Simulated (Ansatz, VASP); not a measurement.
**Cross-check of ZrZn20Co2 (ZrZn20Co2 (Fd-3m)) between VASP and Ansatz**

Wanted: the spread between two codes on one cell, functional and k mesh. The structure shown is the start of the Ansatz relaxation below; VASP solves that cell, so the two are compared at the walk's first step.

Calculated with Ansatz 0.2.0; plane waves, with VASP 6.6.1 beside it; single point at PBEsol.

### 1. Set-up

The cell holds 46 atoms: 2 Zr, 40 Zn and 4 Co. Cell: a = 9.843 Å, b = 9.843 Å, c = 9.843 Å, α = 60.0°, β = 60.0°, γ = 60.0°.

### 2. Ansatz: relaxation, PBEsol

Ansatz runs on its default PAW (the set named soft_2) files.

The two programs are compared at the cell with which this relaxation starts, whose forces are those of its first step.

File input.yaml:

```yaml
crystal:
  lattice:
    - [0.0, 6.960291, 6.960291]
    - [6.960291, 0.0, 6.960291]
    - [6.960291, 6.960291, 0.0]
  atoms:
    - { symbol: Zr, position: [0.5, 0.5, 0.5] }
    - { symbol: Zr, position: [0.75, 0.75, 0.75] }
    - { symbol: Zn, position: [0.568536, 0.300852, 0.300852] }
    - { symbol: Zn, position: [0.300852, 0.568536, 0.82976] }
    - { symbol: Zn, position: [0.300852, 0.82976, 0.568536] }
    - { symbol: Zn, position: [0.82976, 0.300852, 0.300852] }
    - { symbol: Zn, position: [0.300852, 0.300852, 0.568536] }
    - { symbol: Zn, position: [0.568536, 0.82976, 0.300852] }
    - { symbol: Zn, position: [0.82976, 0.568536, 0.300852] }
    - { symbol: Zn, position: [0.300852, 0.300852, 0.82976] }
    - { symbol: Zn, position: [0.300852, 0.568536, 0.300852] }
    - { symbol: Zn, position: [0.82976, 0.300852, 0.568536] }
    - { symbol: Zn, position: [0.568536, 0.300852, 0.82976] }
    - { symbol: Zn, position: [0.300852, 0.82976, 0.300852] }
    - { symbol: Zn, position: [0.681464, 0.949148, 0.949148] }
    - { symbol: Zn, position: [0.949148, 0.681464, 0.42024] }
    - { symbol: Zn, position: [0.949148, 0.42024, 0.681464] }
    - { symbol: Zn, position: [0.42024, 0.949148, 0.949148] }
    - { symbol: Zn, position: [0.949148, 0.949148, 0.681464] }
    - { symbol: Zn, position: [0.681464, 0.42024, 0.949148] }
    - { symbol: Zn, position: [0.42024, 0.681464, 0.949148] }
    - { symbol: Zn, position: [0.949148, 0.949148, 0.42024] }
    - { symbol: Zn, position: [0.949148, 0.681464, 0.949148] }
    - { symbol: Zn, position: [0.42024, 0.949148, 0.681464] }
    - { symbol: Zn, position: [0.681464, 0.949148, 0.42024] }
    - { symbol: Zn, position: [0.949148, 0.42024, 0.949148] }
    - { symbol: Zn, position: [0.863313, 0.863313, 0.136687] }
    - { symbol: Zn, position: [0.136687, 0.136687, 0.863313] }
    - { symbol: Zn, position: [0.863313, 0.136687, 0.863313] }
    - { symbol: Zn, position: [0.136687, 0.863313, 0.136687] }
    - { symbol: Zn, position: [0.136687, 0.863313, 0.863313] }
    - { symbol: Zn, position: [0.863313, 0.136687, 0.136687] }
    - { symbol: Zn, position: [0.386687, 0.386687, 0.113313] }
    - { symbol: Zn, position: [0.113313, 0.113313, 0.386687] }
    - { symbol: Zn, position: [0.386687, 0.113313, 0.386687] }
    - { symbol: Zn, position: [0.113313, 0.386687, 0.113313] }
    - { symbol: Zn, position: [0.113313, 0.386687, 0.386687] }
    - { symbol: Zn, position: [0.386687, 0.113313, 0.113313] }
    - { symbol: Zn, position: [0.125, 0.625, 0.625] }
    - { symbol: Zn, position: [0.625, 0.125, 0.625] }
    - { symbol: Zn, position: [0.625, 0.625, 0.125] }
    - { symbol: Zn, position: [0.625, 0.625, 0.625] }
    - { symbol: Co, position: [0.625, 0.125, 0.125] }
    - { symbol: Co, position: [0.125, 0.625, 0.125] }
    - { symbol: Co, position: [0.125, 0.125, 0.625] }
    - { symbol: Co, position: [0.125, 0.125, 0.125] }
basis:
  ecutwfc: 420
  xc_grid: 2
hamiltonian:
  xc: pbesol
kpoints:
  mp_grid: { grid: [5, 5, 5] }
scf:
  occupations: { method: fermi_dirac, width: 0.05 }
  max_iter: 150
output:
  forces: true
  stress: true
relax:
  f_tol: 0.01
  max_steps: 60
  cell: {}
checkpoint:
  write: "../pbesol.run"
  compress: false
  write_wavefunctions: false
  write_every: 100000
```

Command:

```console
$ ansatz run input.yaml --threads 8 --pin off --max-ram 13189MiB --backend cpu --events-out ev --progress --plain --runs-dir out
```

Numbers of over 12 decimals in the logs are rounded to 6 here.

The log of the run:

```text
Engine: ansatz 0.2.0, x86_64-unknown-linux-gnu
Pseudopotentials: kind: paw
Pseudopotential: Zr, paw, valence charge 12, recommended cutoff 420 eV (normal), Zr.paw.azcp
Pseudopotential: Zn, paw, valence charge 12, recommended cutoff 420 eV (normal), Zn.paw.azcp
Pseudopotential: Co, paw, valence charge 17, recommended cutoff 420 eV (normal), Co.paw.azcp
Functional definition: PBEsol
  exchange = pbesol_x
  correlation = pbesol_c
Crystal: 46 atoms, lattice volume = 674.392 Å³
Basis set: ecut = 420 eV, 13323 PW (Γ), exchange–correlation on 144×144×144 points (8 copies of the dense FFT grid, shifted against one another)
Bands: 344, of which v1, the nominal top of the filled ones, is band 286 counted from 1 (285 counted from 0)
Symmetry: 48 space group operations
Space group: Fd-3m (ITA 227), of the structure as read, at distance tolerance 8.8e-5 Å
k-points: 10 of 125
Non-local potential: Zr, projectors of the file, l = 0: 3, l = 1: 2, l = 2: 2, l = 3: 2
Non-local potential: Zn, projectors of the file, l = 0: 2, l = 1: 2, l = 2: 3, l = 3: 1
Non-local potential: Co, projectors of the file, l = 0: 3, l = 1: 2, l = 2: 3, l = 3: 1
PAW form: soft (Blöchl's): semilocal exchange-correlation on the pseudo side does not see the compensation charge
PAW frozen core: Zr, regenerated for the run's functional, and the local potential with it (the file was generated under x = pbe(κ = 0.804, μ = 0.219515), c = pbe(β = 0.066725))
PAW frozen core: Zn, regenerated for the run's functional, and the local potential with it (the file was generated under x = pbe(κ = 0.804, μ = 0.219515), c = pbe(β = 0.066725))
PAW frozen core: Co, regenerated for the run's functional, and the local potential with it (the file was generated under x = pbe(κ = 0.804, μ = 0.219515), c = pbe(β = 0.066725))
PAW one-centre angular grid: Zr, 590 points (default); XC on 64 Gauss nodes
PAW one-centre angular grid: Zn, 590 points (default); XC on 64 Gauss nodes
PAW one-centre angular grid: Co, 590 points (default); XC on 64 Gauss nodes
Initial density: superposition of atomic densities (neutral atoms: chi_scale 0, normalization atom), corrected by the library's trained network
Initial wavefunctions: pseudopotential atomic-orbital guess
Functional: x = pbesol(κ = 0.804, μ = 0.123457), c = pbesol(β = 0.046)
SCF iter   1: F=—  HF=-159873.127104 eV  |F-HF|=—  |Δ(HF+E_count)|=         —  Δρ=1.83e-2  dr2=2.17e0  ethr=1.77e-3  ⟨swp⟩=6.1  Hψ=14295  notcnv=0  defer=92
preconditioner: auto → Kerker (q_TF=auto, 2.654 Å⁻¹)  [metal: Δε(μ)=0.018 eV  Ē_g=10.287 eV  σ=0.050 eV  W_gap=0.09  n_scr=180 (ndim 8)  ℏωp=33.1 eV  f_vac=0.000  D(μ)=14.86/eV (n_scr^D=88)]
SCF iter   2: F=—  HF=-159873.027000 eV  |F-HF|=—  |Δ(HF+E_count)|=   1.00e-1  Δρ=8.43e-3  dr2=6.07e-1  ethr=3.79e-4  ⟨swp⟩=2.0  Hψ=4075  notcnv=0  defer=420
SCF iter   3: F=—  HF=-159873.004981 eV  |F-HF|=—  |Δ(HF+E_count)|=   2.20e-2  Δρ=2.27e-3  dr2=5.42e-2  ethr=1.06e-4  ⟨swp⟩=2.0  Hψ=3362  notcnv=0  defer=423
SCF iter   4: F=—  HF=-159872.993089 eV  |F-HF|=—  |Δ(HF+E_count)|=   1.19e-2  Δρ=7.03e-4  dr2=1.49e-2  ethr=9.47e-6  ⟨swp⟩=2.0  Hψ=5067  notcnv=0  defer=423
SCF iter   5: F=—  HF=-159872.991188 eV  |F-HF|=—  |Δ(HF+E_count)|=   1.90e-3  Δρ=2.41e-4  dr2=1.20e-3  ethr=2.61e-6  ⟨swp⟩=2.0  Hψ=3517  notcnv=0  defer=423
SCF iter   6: F=—  HF=-159872.990944 eV  |F-HF|=—  |Δ(HF+E_count)|=   2.44e-4  Δρ=9.52e-5  dr2=8.12e-5  ethr=2.09e-7  ⟨swp⟩=2.1  Hψ=5878  notcnv=0  defer=423
SCF iter   7: F=—  HF=-159872.991397 eV  |F-HF|=—  |Δ(HF+E_count)|=   4.53e-4  Δρ=6.85e-5  dr2=4.31e-5  ethr=1.42e-8  ⟨swp⟩=2.0  Hψ=6181  notcnv=0  defer=423
SCF iter   8: F=—  HF=-159872.991390 eV  |F-HF|=—  |Δ(HF+E_count)|=   6.69e-6  Δρ=3.18e-5  dr2=4.52e-6  ethr=7.53e-9  ⟨swp⟩=2.0  Hψ=5478  notcnv=0  defer=423
SCF iter   9: F=—  HF=-159872.991387 eV  |F-HF|=—  |Δ(HF+E_count)|=   2.51e-6  Δρ=9.38e-6  dr2=1.07e-6  ethr=7.91e-10  ⟨swp⟩=2.0  Hψ=5584  notcnv=0  defer=423
SCF iter  10: F=—  HF=-159872.991387 eV  |F-HF|=—  |Δ(HF+E_count)|=   1.16e-7  Δρ=6.59e-6  dr2=3.68e-7  ethr=1.87e-10  ⟨swp⟩=2.0  Hψ=4467  notcnv=0  defer=423
SCF iter  11: F=-159872.991387 eV  HF=-159872.991387 eV  |F-HF|=7.41e-8  |Δ(HF+E_count)|=   5.17e-8  Δρ=3.45e-6  dr2=8.07e-8  ethr=1.75e-11  ⟨swp⟩=4.2  Hψ=12383  notcnv=0
SCF 1 converged in 11 iterations: F = -159872.991387 eV  dr2 = 8.07e-8
  greatest PAW one-centre occupation: 1.001 electrons in one spin orbital (limit 2), on the Co atom at site 45 (counted from 0), in its partial waves of l = 1
relax step   1: F+E_penalty+E_count = -159872.99138720 eV  Δ(F+E_penalty+E_count) = +0.000e0 eV  max|allowed force component| = 2.440e-2 eV/Å  Δτ_max = 0.0000 Å  P = -6.275 GPa  Ω = 674.392 Å³  (11 SCF iters, dr2 threshold 1.00e-7 eV, accepted)
Crystal: 46 atoms, lattice volume = 639.630 Å³
[...]
SCF iter   6: F=—  HF=-159873.838832 eV  |F-HF|=—  |Δ(HF+E_count)|=   3.58e-9  Δρ=1.08e-6  dr2=3.36e-9  ethr=4.49e-12  ⟨swp⟩=2.0  Hψ=6045  notcnv=0
SCF iter   7: F=—  HF=-159873.838832 eV  |F-HF|=—  |Δ(HF+E_count)|=   1.28e-9  Δρ=5.41e-7  dr2=1.47e-9  ethr=1.00e-12  ⟨swp⟩=2.0  Hψ=5781  notcnv=0
SCF iter   8: F=-159873.838832 eV  HF=-159873.838832 eV  |F-HF|=1.46e-10  |Δ(HF+E_count)|=  1.46e-10  Δρ=1.49e-7  dr2=1.47e-10  ethr=1.00e-12  ⟨swp⟩=4.0  Hψ=12796  notcnv=0
SCF 5 converged in 8 iterations: F = -159873.838832 eV  dr2 = 1.47e-10
relax step   5: F+E_penalty+E_count = -159873.83883180 eV  Δ(F+E_penalty+E_count) = +2.419e-2 eV  max|allowed force component| = 1.370e-3 eV/Å  Δτ_max = 0.0000 Å  P = -0.004 GPa  Ω = 633.734 Å³  stress off target by 4.16e-3 GPa  SCF on the basis re-selected at this cell (its energy is not comparable with the rows above)  (8 SCF iters)
basis re-selected at this cell: Δ(F+E_penalty+E_count) = +2.419e-2 eV, ΔP = -0.004 GPa vs the last step (what re-selecting the basis moved, of the pressure what is left beyond the Pulay correction that the steps carried, after the strain that the cell walked since its last selection, with what the two solves' SCF thresholds leave and, on support functions, any second-order correction that the steps lacked; it is no m [...]
SCF converged after 8 iterations
Free energy (F): -159873.838832 eV
Harris-Foulkes:  -159873.838832 eV  (|F-HF|=1.46e-10)
Internal energy: -159873.724314 eV  (E = F + TS)
E sigma→0 (E₀):  -159873.781573 eV
Entropy (-TS):   -0.114517 eV (-2.490 meV/atom)
Fermi energy:    12.796256 eV
--- Per-component energies (eV) ---
  E_band       = 1276.383586
  E_kinetic    = 7773.959263
  E_local      = -77256.242507  (includes V_loc(G=0)·N_el)
  E_nonlocal   = 26434.155397
  E_hartree    = 32696.162088
  E_xc         = -6438.404651
  E_vxc        = -3374.867016  (∫ρ·V_xc dr)
  E_paw        = -83209.936752  (= ΣΔE_a)
  E_vpaw       = -17692.929696  (= ΣTr[D̂ρ^β])
  E_aug_tail   = -0.014725  (compensation charges beyond the density's cutoff)
  E_ewald      = -59906.381742
  E_core_change = 32.979315  (= ΣΔE_core)
  E_smearing   = -0.114517  (= −TS)
  E_closure    = 0.000000  (closes the sum)
  Σ components = -159873.838832   (vs F -159873.838832, Δ=0.00e0)
--- Forces (eV/Å), atoms counted from 1 ---
  atom   1  Zr    -0.00000000     0.00000000     0.00000000
  atom   2  Zr     0.00000000    -0.00000000    -0.00000000
  atom   3  Zn    -0.00110173    -0.00011464    -0.00011464
  atom   4  Zn     0.00110173     0.00011464    -0.00011464
  atom   5  Zn     0.00110173    -0.00011464     0.00011464
  atom   6  Zn    -0.00110173     0.00011464     0.00011464
  atom   7  Zn    -0.00011464    -0.00011464    -0.00110173
  atom   8  Zn     0.00011464    -0.00011464     0.00110173
  atom   9  Zn    -0.00011464     0.00011464     0.00110173
  atom  10  Zn     0.00011464     0.00011464    -0.00110173
  atom  11  Zn    -0.00011464    -0.00110173    -0.00011464
  atom  12  Zn    -0.00011464     0.00110173     0.00011464
  atom  13  Zn     0.00011464     0.00110173    -0.00011464
  atom  14  Zn     0.00011464    -0.00110173     0.00011464
  atom  15  Zn     0.00110173     0.00011464     0.00011464
  atom  16  Zn    -0.00110173    -0.00011464     0.00011464
  atom  17  Zn    -0.00110173     0.00011464    -0.00011464
  atom  18  Zn     0.00110173    -0.00011464    -0.00011464
  atom  19  Zn     0.00011464     0.00011464     0.00110173
  atom  20  Zn    -0.00011464     0.00011464    -0.00110173
  atom  21  Zn     0.00011464    -0.00011464    -0.00110173
  atom  22  Zn    -0.00011464    -0.00011464     0.00110173
  atom  23  Zn     0.00011464     0.00110173     0.00011464
  atom  24  Zn     0.00011464    -0.00110173    -0.00011464
[...]
atom  39  Zn     0.00000000    -0.00000000    -0.00000000
  atom  40  Zn     0.00000000    -0.00000000    -0.00000000
  atom  41  Zn     0.00000000    -0.00000000    -0.00000000
  atom  42  Zn    -0.00000000     0.00000000    -0.00000000
  atom  43  Co     0.00000000    -0.00000000    -0.00000000
  atom  44  Co     0.00000000    -0.00000000     0.00000000
  atom  45  Co     0.00000000    -0.00000000     0.00000000
  atom  46  Co     0.00000000    -0.00000000     0.00000000
  max |Σ_I F_I| component: 8.38e-18 eV/Å
--- Stress (GPa, compression-positive) ---
       -0.004163      -0.000000      -0.000000
       -0.000000      -0.004163      -0.000000
       -0.000000      -0.000000      -0.004163
  P = ⅓ Tr σ = -0.0042 GPa (-0.042 kbar)
--- Relaxed structure (4 steps of the walk, 4 accepted, 1 SCFs on fresh bases) ---
  F+E_penalty+E_count = -159873.83883180 eV   max|allowed force component| = 1.370e-3 eV/Å   (the final SCF, on the basis selected at the relaxed cell)
  cell:  # Å, volume = 633.7336 Å³
    - [0, 6.817507, 6.817507]
    - [6.817507, 0, 6.817507]
    - [6.817507, 6.817507, 0]
  atoms:
    - { symbol: Zr, position: [0.5, 0.5, 0.5] }
    - { symbol: Zr, position: [0.75, 0.75, 0.75] }
    - { symbol: Zn, position: [0.568477, 0.300819, 0.300819] }
    - { symbol: Zn, position: [0.300819, 0.568477, 0.829885] }
    - { symbol: Zn, position: [0.300819, 0.829885, 0.568477] }
    - { symbol: Zn, position: [0.829885, 0.300819, 0.300819] }
    - { symbol: Zn, position: [0.300819, 0.300819, 0.568477] }
    - { symbol: Zn, position: [0.568477, 0.829885, 0.300819] }
    - { symbol: Zn, position: [0.829885, 0.568477, 0.300819] }
    - { symbol: Zn, position: [0.300819, 0.300819, 0.829885] }
    - { symbol: Zn, position: [0.300819, 0.568477, 0.300819] }
    - { symbol: Zn, position: [0.829885, 0.300819, 0.568477] }
    - { symbol: Zn, position: [0.568477, 0.300819, 0.829885] }
    - { symbol: Zn, position: [0.300819, 0.829885, 0.300819] }
    - { symbol: Zn, position: [0.681523, 0.949181, 0.949181] }
    - { symbol: Zn, position: [0.949181, 0.681523, 0.420115] }
    - { symbol: Zn, position: [0.949181, 0.420115, 0.681523] }
    - { symbol: Zn, position: [0.420115, 0.949181, 0.949181] }
    - { symbol: Zn, position: [0.949181, 0.949181, 0.681523] }
    - { symbol: Zn, position: [0.681523, 0.420115, 0.949181] }
    - { symbol: Zn, position: [0.420115, 0.681523, 0.949181] }
    - { symbol: Zn, position: [0.949181, 0.949181, 0.420115] }
    - { symbol: Zn, position: [0.949181, 0.681523, 0.949181] }
    - { symbol: Zn, position: [0.420115, 0.949181, 0.681523] }
    - { symbol: Zn, position: [0.681523, 0.949181, 0.420115] }
    - { symbol: Zn, position: [0.949181, 0.420115, 0.949181] }
[...]
- { symbol: Zn, position: [0.386727, 0.113273, 0.386727] }
    - { symbol: Zn, position: [0.113273, 0.386727, 0.113273] }
    - { symbol: Zn, position: [0.113273, 0.386727, 0.386727] }
    - { symbol: Zn, position: [0.386727, 0.113273, 0.113273] }
    - { symbol: Zn, position: [0.125, 0.625, 0.625] }
    - { symbol: Zn, position: [0.625, 0.125, 0.625] }
    - { symbol: Zn, position: [0.625, 0.625, 0.125] }
    - { symbol: Zn, position: [0.625, 0.625, 0.625] }
    - { symbol: Co, position: [0.625, 0.125, 0.125] }
    - { symbol: Co, position: [0.125, 0.625, 0.125] }
    - { symbol: Co, position: [0.125, 0.125, 0.625] }
    - { symbol: Co, position: [0.125, 0.125, 0.125] }
```

(Continued in part 2 of 2.)

[Lines on the potential files, build, host, timing and source positions are cut from VASP's logs without a mark.]

[Logs are printed without paths, hosts, clocks, repeated set-up lines and the standing remarks that a program may print on its own settings, such as how far it seeks lower states.]

[Hosts, paths, dates, database ids (printed as entryN), source tags and the programs' standing remarks are cut or masked in the printed files.]
